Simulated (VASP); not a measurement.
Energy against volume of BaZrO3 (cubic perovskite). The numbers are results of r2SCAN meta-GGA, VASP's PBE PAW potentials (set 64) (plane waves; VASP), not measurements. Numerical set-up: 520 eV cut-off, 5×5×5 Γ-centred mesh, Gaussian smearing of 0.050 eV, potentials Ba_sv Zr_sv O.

| V (Å³/atom) | E (eV/atom) |
|---|---|
| 14.517 | -17.01358 |
| 14.966 | -17.02128 |
| 15.415 | -17.01517 |
| 15.864 | -16.99739 |

Question: Fit these four points and predict the energy of the run at 14.068 Å³/atom.

Answer: A cubic in V^(−2/3), the third-order Birch-Murnaghan form, passes through the four points with V0 = 14.98 Å³/atom and B0 = 163 GPa, and gives -16.9895 eV/atom there. The run gave -16.9897 eV/atom, -0.2 meV/atom from the fit; all five points give B0 = 163 GPa.

The compound is BaZrO3 in the cubic perovskite structure. It was relaxed first.
